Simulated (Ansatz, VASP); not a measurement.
**Y2CSO (Y2COS MXene monolayer): VASP beside Ansatz**

Wanted: the spread between two codes on one cell, functional and k mesh. The structure shown is the start of the Ansatz relaxation below; VASP solves that cell, so the two are compared at the walk's first step.

Program: Ansatz 0.2.0. Level of theory: plane waves, with VASP 6.6.1 beside it; single point at PBEsol with D3(BJ). Results are calculated unless marked as measured.

## Step 1: Set-up

The cell holds 5 atoms: 1 S, 2 Y, 1 C and 1 O. Cell: a = 3.478 Å, b = 3.478 Å, c = 42.797 Å, α = 90.0°, β = 90.0°, γ = 120.0°. Vacuum lies along c.

## Step 2: Ansatz: relaxation, PBEsol with D3(BJ)

Ansatz runs on its default PAW (the set named soft_2) files.

The two programs are compared at the cell with which this relaxation starts, whose forces are those of its first step.

input.yaml

```yaml
crystal:
  lattice:
    - [3.47776, 0.0, 0.0]
    - [-1.73888, 3.0118285083, 0.0]
    - [0.0, 0.0, 42.7972203109]
  atoms:
    - { symbol: S, position: [0.3333333333, 0.6666666667, 0.4311027648] }
    - { symbol: "Y", position: [0.6666666667, 0.3333333333, 0.4753503205] }
    - { symbol: C, position: [0.0, 0.0, 0.5074138852] }
    - { symbol: "Y", position: [0.3333333333, 0.6666666667, 0.5394774499] }
    - { symbol: O, position: [0.6666666667, 0.3333333333, 0.5688972352] }
  periodic: [true, true, false]
kpoints:
  mp_grid: { grid: [12, 12, 1] }
hamiltonian:
  xc: pbesol
  dispersion: d3bj
scf:
  occupations: { method: fermi_dirac, width: 0.05 }
  convergence: { dr2_threshold: 1.0e-09 }
relax:
  f_tol: 0.004
  max_steps: 90
  cell: {}
output:
  write_potential: true
  write_density: true
  volumetric_format: npy
```

Command:

```
$ ansatz run input.yaml --threads 4 --pin off --max-ram 6144MiB --backend cpu --events-out ev --progress --plain --runs-dir out
```

Numbers of over 12 decimals in the logs are rounded to 6 here.

Output:

```text
Warning: relax.cell: scf.convergence.dr2_threshold = 1e-9 eV is looser than the 1.97846156914e-10 eV advised for a relaxation that steers and ends on the stress (1e-10 eV for each atom of the cell: 5, times the square of relax.cell.stress_2d_tol = 0.05 N/m over 15.9 Å (the atoms' height at the walk's start and 5 Å past either face), 3.145e-2 GPa, over a crystal's default 0.05). What an SCF threshold leaves in a stress goes as its square root, and in the free energy as the threshold itself, and one threshold admits the most on a small cell: [figures from the program's tests cut] Set scf.convergence.dr2_threshold to 1.97846156914e-10 eV or tighter. [rest of the remark cut]
Engine: ansatz 0.2.0, x86_64-unknown-linux-gnu
Pseudopotentials: kind: paw
Pseudopotential: S, paw, valence charge 6, recommended cutoff 420 eV (normal), S.paw.azcp
Pseudopotential: Y, paw, valence charge 11, recommended cutoff 420 eV (normal), Y.paw.azcp
Pseudopotential: C, paw, valence charge 4, recommended cutoff 420 eV (normal), C.paw.azcp
Pseudopotential: O, paw, valence charge 6, recommended cutoff 420 eV (normal), O.paw.azcp
Functional definition: PBEsol
  exchange = pbesol_x
  correlation = pbesol_c
Crystal: 5 atoms, lattice volume = 448.276 Å³
Basis set: ecut = 420 eV, 8717 PW (Γ), exchange–correlation on 48×48×576 points (8 copies of the dense FFT grid, shifted against one another)
Bands: 24, of which v1, the nominal top of the filled ones, is band 19 counted from 1 (18 counted from 0)
Symmetry: 6 space group operations
Space group: P3m1 (ITA 156), of the structure as read, at distance tolerance 7.7e-5 Å
k-points: 19 of 144 (time reversal used)
Non-local potential: S, projectors of the file, l = 0: 2, l = 1: 2, l = 2: 2
Non-local potential: Y, projectors of the file, l = 0: 3, l = 1: 2, l = 2: 2, l = 3: 1
Non-local potential: C, projectors of the file, l = 0: 2, l = 1: 2, l = 2: 1
Non-local potential: O, projectors of the file, l = 0: 2, l = 1: 2, l = 2: 1
PAW form: soft (Blöchl's): semilocal exchange-correlation on the pseudo side does not see the compensation charge
PAW frozen core: S, regenerated for the run's functional, and the local potential with it (the file was generated under x = pbe(κ = 0.804, μ = 0.219515), c = pbe(β = 0.066725))
PAW frozen core: Y, regenerated for the run's functional, and the local potential with it (the file was generated under x = pbe(κ = 0.804, μ = 0.219515), c = pbe(β = 0.066725))
PAW frozen core: C, regenerated for the run's functional, and the local potential with it (the file was generated under x = pbe(κ = 0.804, μ = 0.219515), c = pbe(β = 0.066725))
PAW frozen core: O, regenerated for the run's functional, and the local potential with it (the file was generated under x = pbe(κ = 0.804, μ = 0.219515), c = pbe(β = 0.066725))
PAW one-centre angular grid: S, 110 points (default); XC on 64 Gauss nodes
PAW one-centre angular grid: Y, 590 points (default); XC on 64 Gauss nodes
PAW one-centre angular grid: C, 110 points (default); XC on 64 Gauss nodes
PAW one-centre angular grid: O, 110 points (default); XC on 64 Gauss nodes
Initial density: superposition of atomic densities (neutral atoms: chi_scale 0, normalization atom), corrected by the library's trained network
Initial wavefunctions: pseudopotential atomic-orbital guess
Functional: x = pbesol(κ = 0.804, μ = 0.123457), c = pbesol(β = 0.046)
SCF iter   1: F=—  HF=-9285.962934 eV  |F-HF|=—  |Δ(HF+E_count)|=         —  Δρ=1.42e-2  dr2=1.89e1  ethr=1.77e-3  ⟨swp⟩=11.9  Hψ=3542  notcnv=0
preconditioner: auto → LDOS  [metal: Δε(μ)=0.029 eV  Ē_g=13.594 eV  σ=0.050 eV  W_gap=0.14  n_scr=24 (ndim 8)  ℏωp=10.2 eV  f_vac=0.782  D(μ)=4.57/eV (n_scr^D=18)  β→1.0]
SCF iter   2: F=—  HF=-9285.684431 eV  |F-HF|=—  |Δ(HF+E_count)|=   2.79e-1  Δρ=1.01e-2  dr2=6.92e-1  ethr=1.77e-3  ⟨swp⟩=3.9  Hψ=983  notcnv=0
SCF iter   3: F=—  HF=-9285.589492 eV  |F-HF|=—  |Δ(HF+E_count)|=   9.49e-2  Δρ=3.89e-3  dr2=2.96e-1  ethr=1.77e-3  ⟨swp⟩=2.5  Hψ=677  notcnv=0
SCF iter   4: F=—  HF=-9285.577992 eV  |F-HF|=—  |Δ(HF+E_count)|=   1.15e-2  Δρ=1.31e-3  dr2=3.58e-2  ethr=7.79e-4  ⟨swp⟩=2.0  Hψ=728  notcnv=0
SCF iter   5: F=—  HF=-9285.576474 eV  |F-HF|=—  |Δ(HF+E_count)|=   1.52e-3  Δρ=2.77e-4  dr2=9.77e-4  ethr=9.42e-5  ⟨swp⟩=3.1  Hψ=922  notcnv=0
[...]
preconditioner: auto → LDOS  [metal: Δε(μ)=0.036 eV  Ē_g=13.932 eV  σ=0.050 eV  W_gap=0.17  n_scr=24 (ndim 8)  ℏωp=10.0 eV  f_vac=0.789  D(μ)=4.37/eV (n_scr^D=16)  β→1.0]
SCF iter   2: F=—  HF=-9287.133962 eV  |F-HF|=—  |Δ(HF+E_count)|=   3.42e-5  Δρ=5.28e-5  dr2=2.87e-5  ethr=6.35e-7  ⟨swp⟩=2.2  Hψ=559  notcnv=0
SCF iter   3: F=—  HF=-9287.133937 eV  |F-HF|=—  |Δ(HF+E_count)|=   2.54e-5  Δρ=3.28e-5  dr2=8.34e-6  ethr=7.56e-8  ⟨swp⟩=2.9  Hψ=742  notcnv=0
SCF iter   4: F=—  HF=-9287.133936 eV  |F-HF|=—  |Δ(HF+E_count)|=   4.98e-7  Δρ=5.96e-6  dr2=6.48e-7  ethr=2.20e-8  ⟨swp⟩=2.5  Hψ=634  notcnv=0
SCF iter   5: F=—  HF=-9287.134087 eV  |F-HF|=—  |Δ(HF+E_count)|=   1.51e-4  Δρ=2.86e-6  dr2=9.03e-8  ethr=1.70e-9  ⟨swp⟩=3.2  Hψ=831  notcnv=0
SCF iter   6: F=—  HF=-9287.134087 eV  |F-HF|=—  |Δ(HF+E_count)|=   8.25e-8  Δρ=1.13e-6  dr2=2.05e-8  ethr=2.38e-10  ⟨swp⟩=2.7  Hψ=741  notcnv=0
SCF iter   7: F=—  HF=-9287.134087 eV  |F-HF|=—  |Δ(HF+E_count)|=   2.56e-8  Δρ=5.51e-7  dr2=2.74e-9  ethr=5.41e-11  ⟨swp⟩=2.9  Hψ=778  notcnv=0
SCF iter   8: F=-9287.134087 eV  HF=-9287.134087 eV  |F-HF|=7.97e-9  |Δ(HF+E_count)|=   1.63e-8  Δρ=1.95e-7  dr2=3.60e-10  ethr=2.63e-12  ⟨swp⟩=11.3  Hψ=3614  notcnv=0
SCF 11 converged in 8 iterations: F = -9287.134087 eV  dr2 = 3.60e-10
relax step  11: F+E_penalty+E_count = -9287.13408746 eV  Δ(F+E_penalty+E_count) = +1.003e-4 eV  max|allowed force component| = 2.573e-3 eV/Å  Δτ_max = 0.0027 Å  P = -0.002 N/m  Ω = 470.500 Å³  energy of the carried Pulay correction = -1.617e-4 eV  fix = [c, alpha, beta]  reactions: c -0.000 N/m  (8 SCF iters, accepted)
iter 1 solved again at ethr=3.36e-7 eV; its pass at ethr=3.10e-3 eV (dr2=1.28e-4 eV) is discarded
SCF iter   1: F=—  HF=-9287.133971 eV  |F-HF|=—  |Δ(HF+E_count)|=         —  Δρ=8.26e-6  dr2=3.00e-8  ethr=3.36e-7  ⟨swp⟩=5.3  Hψ=5345  notcnv=0
eigensolver tolerance schedule: the retry pair's looser diagonalisation over-reported the residual by 4258.61 of it (diagonalisation noise at 0.86 of the residual, at the tolerance the schedule requests for it); recorded, not acted on — ethr = c·dr2/N_el stays at c = 1.0e-1
preconditioner: auto → LDOS  [metal: Δε(μ)=0.036 eV  Ē_g=13.932 eV  σ=0.050 eV  W_gap=0.17  n_scr=24 (ndim 8)  ℏωp=10.0 eV  f_vac=0.788  D(μ)=4.37/eV (n_scr^D=16)  β→1.0]
SCF iter   2: F=—  HF=-9287.134220 eV  |F-HF|=—  |Δ(HF+E_count)|=   2.49e-4  Δρ=3.20e-6  dr2=3.40e-8  ethr=7.90e-11  ⟨swp⟩=5.6  Hψ=1817  notcnv=0
SCF iter   3: F=-9287.134220 eV  HF=-9287.134220 eV  |F-HF|=1.66e-8  |Δ(HF+E_count)|=   2.09e-8  Δρ=4.89e-7  dr2=9.01e-10  ethr=2.63e-12  ⟨swp⟩=17.6  Hψ=5005  notcnv=0
SCF 12 converged in 3 iterations: F = -9287.134220 eV  dr2 = 9.01e-10
relax step  12: F+E_penalty+E_count = -9287.13422012 eV  Δ(F+E_penalty+E_count) = -1.327e-4 eV  max|allowed force component| = 2.575e-3 eV/Å  Δτ_max = 0.0000 Å  P = -0.001 N/m  Ω = 470.500 Å³  fix = [c, alpha, beta]  reactions: c -0.000 N/m  stress off target by 6.03e-4 N/m on what of the cell is left free  SCF on the basis re-selected at this cell (its energy is not comparable with the rows above)  (3 SCF iters)
basis re-selected at this cell: Δ(F+E_penalty+E_count) = -1.327e-4 eV, ΔP = +0.001 N/m vs the last step (what re-selecting the basis moved, of the pressure what is left beyond the Pulay correction that the steps carried, after the strain that the cell walked since its last selection, with what the two solves' SCF thresholds leave and, on support functions, any second-order correction that the steps lacked; it is no m [...]
WARN: The output density's exchange-correlation potential varies sharply where the density is thin. Do not read a vacuum level from v_tot or v_xc, or from such a field of the output density. On a cell that repeats whose density bears no net charge and no dipole along the vacuum's axis use v_es (v_loc + v_h of the components); under efield.dipole_correction with no amplitude use v_es + v_field, which holds any externa [...]
SCF converged after 3 iterations
Free energy (F): -9287.134220 eV
Harris-Foulkes:  -9287.134220 eV  (|F-HF|=1.66e-8)
Internal energy: -9287.099041 eV  (E = F + TS)
E sigma→0 (E₀):  -9287.116631 eV
Entropy (-TS):   -0.035179 eV (-7.036 meV/atom)
Fermi energy:    -6.043182 eV
--- Per-component energies (eV) ---
  E_band       = -738.547858
  E_kinetic    = 979.431406
  E_local      = -101379.376076  (includes V_loc(G=0)·N_el)
  E_nonlocal   = 207.259626
  E_hartree    = 50123.835108
  E_xc         = -561.400551
  E_vxc        = -638.164249  (∫ρ·V_xc dr)
  E_paw        = -6377.703286  (= ΣΔE_a)
  E_vpaw       = -155.370965  (= ΣTr[D̂ρ^β])
  E_aug_tail   = 0.002442  (compensation charges beyond the density's cutoff)
  E_ewald      = 47721.353899
  E_disp       = -0.917493  (pairwise vdW)
  E_core_change = 0.415883  (= ΣΔE_core)
  E_smearing   = -0.035179  (= −TS)
  E_closure    = -0.000000  (closes the sum)
  Σ components = -9287.134220   (vs F -9287.134220, Δ=0.00e0)
--- Forces (eV/Å), atoms counted from 1 ---
  atom   1  S      0.00000000     0.00000000     0.00090694
  atom   2  Y      0.00000000     0.00000000    -0.00098372
  atom   3  C      0.00000000     0.00000000    -0.00000881
  atom   4  Y     -0.00000000     0.00000000     0.00257150
  atom   5  O     -0.00000000     0.00000000    -0.00250150
  max |Σ_I F_I| component: 1.56e-5 eV/Å
--- 2D stress c σ (N/m, compression-positive) ---
       -0.000603       0.000000       0.000000
       -0.000000      -0.000603       0.000000
        0.000000       0.000000      -0.000000
  P = ½ c Tr σ = -0.0006 N/m
--- Band table (eV; the first three rows and the last of 19) ---
  k-point 0: bands = [... 15 lower, -6.8344, -6.8344, -6.1312, -5.0793, -5.0793, -2.1848, -1.8394, -1.8394, ... 1 higher]
  k-point 1: bands = [... 15 lower, -7.0970, -6.8151, -5.9104, -5.4690, -5.2118, -2.2060, -1.8536, -1.6607, ... 1 higher]
  k-point 2: bands = [... 15 lower, -7.3739, -6.7854, -6.3421, -5.7008, -5.4854, -2.5474, -1.5941, -1.4559, ... 1 higher]
  k-point 18: bands = [... 15 lower, -7.8799, -7.5148, -7.2251, -6.7620, -6.3946, -2.0954, -1.0606, -0.9529, ... 1 higher]
  the weakly bound empty levels are not read free of the cell's end (no_gap_told)
--- Relaxed structure (10 steps of the walk, 10 accepted, 2 SCFs on fresh bases) ---
  F+E_penalty+E_count = -9287.13422012 eV   max|allowed force component| = 2.575e-3 eV/Å   (the final SCF, on the basis selected at the relaxed cell)
  cell:  # Å, volume = 470.5004 Å³
    - [3.562927, 0, 0]
    - [-1.781463, 3.085585, 0]
    - [0, 0, 42.7972203109]
  atoms:
    - { symbol: S, position: [0.333333, 0.666667, 0.435227] }
    - { symbol: Y, position: [0.666667, 0.333333, 0.473489] }
    - { symbol: C, position: [-2.2302194084637464e-18, 0, 0.504965] }
    - { symbol: Y, position: [0.333333, 0.666667, 0.546187] }
    - { symbol: O, position: [0.666667, 0.333333, 0.562374] }
```

[end of part 1 of 2]

[Lines on the potential files, build, host, timing and source positions are cut from VASP's logs without a mark.]

[Logs are printed without paths, hosts, clocks, repeated set-up lines and the standing remarks that a program may print on its own settings, such as how far it seeks lower states.]

[Hosts, paths, dates, database ids (printed as entryN), source tags and the programs' standing remarks are cut or masked in the printed files.]
